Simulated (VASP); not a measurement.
All values below come from r2SCAN meta-GGA, VASP's PBE PAW potentials (set 64) (plane waves; VASP).

A VASP calculation is set up with these files.

**POSCAR**
```
ZrGe
1
    7.1024134226     0.0000000000     0.0000000000
    0.0000000000     3.9024491057     0.0000000000
    0.0000000000     0.0000000000     5.4095911587
Zr Ge
4 4
Direct
  0.1764646773   0.2500000000   0.6306938335
  0.8235353227   0.7500000000   0.3693061665
  0.3235353227   0.7500000000   0.1306938335
  0.6764646773   0.2500000000   0.8693061665
  0.0481858610   0.2500000000   0.1523945459
  0.9518141390   0.7500000000   0.8476054541
  0.4518141390   0.7500000000   0.6523945459
  0.5481858610   0.2500000000   0.3476054541
```

File KPOINTS:
```
Automatic mesh
0
Gamma
4 7 5
0 0 0
```

**INCAR**
```
ALGO=Normal
EDIFF=1E-6
EDIFFG=-0.02
ENCUT=400
IBRION=2
ISIF=3
ISMEAR=1
LASPH=.TRUE.
LCHARG=.FALSE.
LMAXMIX=4
LMIXTAU=.TRUE.
LREAL=.FALSE.
LWAVE=.FALSE.
METAGGA=R2SCAN
NELM=100
NSW=60
PREC=Accurate
SIGMA=0.1
SYSTEM=ZrGe
```

POTCAR, in this order: Zr_sv Ge_d (PBE.64 set). Program: vasp_std.

Output of the run:

File OUTCAR:
```
 ion  position               nearest neighbor table
   1  0.176  0.250  0.631-   5 2.74   7 2.77   7 2.77   6 2.78   6 2.78   5 2.97   8 3.05   2 3.48
                             2 3.48   3 3.49   3 3.49   3 3.49   3 3.49   4 3.78   4 3.78
   2  0.824  0.750  0.369-   6 2.74   8 2.77   8 2.77   5 2.78   5 2.78   6 2.97   7 3.05   1 3.48
                             1 3.48   4 3.49   4 3.49   4 3.49   4 3.49   3 3.78   3 3.78
   3  0.324  0.750  0.131-   7 2.74   5 2.77   5 2.77   8 2.78   8 2.78   7 2.97   6 3.05   4 3.48
                             4 3.48   1 3.49   1 3.49   1 3.49   1 3.49   2 3.78   2 3.78
   4  0.676  0.250  0.869-   8 2.74   6 2.77   6 2.77   7 2.78   7 2.78   8 2.97   5 3.05   3 3.48
                             3 3.48   2 3.49   2 3.49   2 3.49   2 3.49   1 3.78   1 3.78
   5  0.048  0.250  0.152-   6 2.64   6 2.64   1 2.74   3 2.77   3 2.77   2 2.78   2 2.78   1 2.97
                             4 3.05
   6  0.952  0.750  0.848-   5 2.64   5 2.64   2 2.74   4 2.77   4 2.77   1 2.78   1 2.78   2 2.97
                             3 3.05
   7  0.452  0.750  0.652-   8 2.64   8 2.64   3 2.74   1 2.77   1 2.77   4 2.78   4 2.78   3 2.97
                             2 3.05
   8  0.548  0.250  0.348-   7 2.64   7 2.64   4 2.74   2 2.77   2 2.77   3 2.78   3 2.78   4 2.97
                             1 3.05
  LATTYP: Found a simple orthorhombic cell.
 ALAT       =     3.9024491057
 B/A-ratio  =     1.3862041534
 C/A-ratio  =     1.8199887379
 Subroutine PRICEL returns:
 Original cell was already a primitive cell.
 Subroutine GETGRP returns: Found  8 space group operations
The static configuration has the point symmetry S_2 .
...
```

File OSZICAR:
```
       N       E                     dE             d eps       ncg     rms          rms(c)
DAV:   1     0.134267977184E+04    0.13427E+04   -0.41917E+04  6028   0.350E+03
DAV:   2     0.122368027068E+03   -0.12203E+04   -0.11762E+04  4504   0.103E+03
DAV:   3    -0.144343098544E+03   -0.26671E+03   -0.25987E+03  4942   0.271E+02
DAV:   4    -0.181615705623E+03   -0.37273E+02   -0.36721E+02  6824   0.937E+01
DAV:   5    -0.184679118847E+03   -0.30634E+01   -0.30461E+01  7192   0.226E+01    0.306E+01
DAV:   6    -0.161780227493E+03    0.22899E+02   -0.16846E+01  7980   0.433E+01    0.848E+00
DAV:   7    -0.149676858806E+03    0.12103E+02   -0.72420E+00  5104   0.131E+01    0.241E+00
DAV:   8    -0.152228049636E+03   -0.25512E+01   -0.40218E+00  5102   0.735E+00    0.161E+00
DAV:   9    -0.153193081135E+03   -0.96503E+00   -0.30850E-01  5712   0.284E+00    0.109E+00
DAV:  10    -0.153207760966E+03   -0.14680E-01   -0.12441E-01  6238   0.178E+00    0.363E-01
DAV:  11    -0.153526061837E+03   -0.31830E+00   -0.22912E-01  4850   0.209E+00    0.217E-01
DAV:  12    -0.153527383314E+03   -0.13215E-02   -0.11059E-02  5808   0.484E-01    0.130E-01
DAV:  13    -0.153530445187E+03   -0.30619E-02   -0.10318E-02  5196   0.460E-01    0.183E-01
DAV:  14    -0.153531227670E+03   -0.78248E-03   -0.43217E-03  5086   0.294E-01    0.702E-02
DAV:  15    -0.153531500971E+03   -0.27330E-03   -0.72039E-04  6120   0.140E-01    0.196E-02
DAV:  16    -0.153532092911E+03   -0.59194E-03   -0.29263E-04  5198   0.712E-02    0.134E-02
DAV:  17    -0.153532134512E+03   -0.41602E-04   -0.15436E-04  5092   0.568E-02    0.130E-02
DAV:  18    -0.153532145770E+03   -0.11258E-04   -0.14754E-05  5076   0.159E-02    0.817E-03
DAV:  19    -0.153532153049E+03   -0.72789E-05   -0.15607E-05  4288   0.156E-02    0.377E-03
DAV:  20    -0.153532165012E+03   -0.11963E-04   -0.65376E-06  4418   0.120E-02    0.226E-03
DAV:  21    -0.153532166809E+03   -0.17977E-05   -0.66127E-07  2860   0.434E-03    0.108E-03
DAV:  22    -0.153532166662E+03    0.14762E-06   -0.24349E-07  2820   0.324E-03
   1 F= -.15353217E+03 E0= -.15353228E+03  d E =-.153532E+03
```

OUTCAR:
```
------------------------ aborting loop because EDIFF is reached ----------------------------------------
  FORCE on cell =-STRESS in cart. coord.  units (eV):
  Direction    XX          YY          ZZ          XY          YZ          ZX
  --------------------------------------------------------------------------------------
  Total        0.0210928      0.0280083      0.1002739      0.0000000      0.0000000      0.0000000
  in kB        0.2253918      0.2992884      1.0714968      0.0000000      0.0000000      0.0000000
  external PRESSURE =       0.5320590 kB  Pullay stress =       0.0000000 kB
  volume of cell :      149.94
      direct lattice vectors                 reciprocal lattice vectors
     7.102413423  0.000000000  0.000000000     0.140797211  0.000000000  0.000000000
     0.000000000  3.902449106  0.000000000     0.000000000  0.256249338  0.000000000
     0.000000000  0.000000000  5.409591159     0.000000000  0.000000000  0.184856853
 POSITION                                       TOTAL-FORCE (eV/Angst)
 -----------------------------------------------------------------------------------
      1.25333      0.97561      3.41180         0.008463      0.000000      0.002283
      5.84909      2.92684      1.99780        -0.008463      0.000000     -0.002283
      2.29788      2.92684      0.70700        -0.008463      0.000000      0.002283
      4.80453      0.97561      4.70259         0.008463     -0.000000     -0.002283
      0.34224      0.97561      0.82439         0.010584      0.000000     -0.001929
      6.76018      2.92684      4.58520        -0.010584      0.000000      0.001929
      3.20897      2.92684      3.52919        -0.010584      0.000000     -0.001929
      3.89344      0.97561      1.88040         0.010584      0.000000      0.001929
 -----------------------------------------------------------------------------------
    total drift:                                0.000000     -0.000000     -0.000000
  FREE ENERGIE OF THE ION-ELECTRON SYSTEM (eV)
  ---------------------------------------------------
  free  energy   TOTEN  =      -153.5321666617 eV

  energy  without entropy=     -153.5324954613  energy(sigma->0) =     -153.53227626

 reached required accuracy - stopping structural energy minimisation
```
(Selected blocks of OUTCAR.)

The structure comes from a computed database's ZrGe entry (Pnma); how it stands against other phases isn't given here. It was relaxed first. The start is the result of an earlier pass.
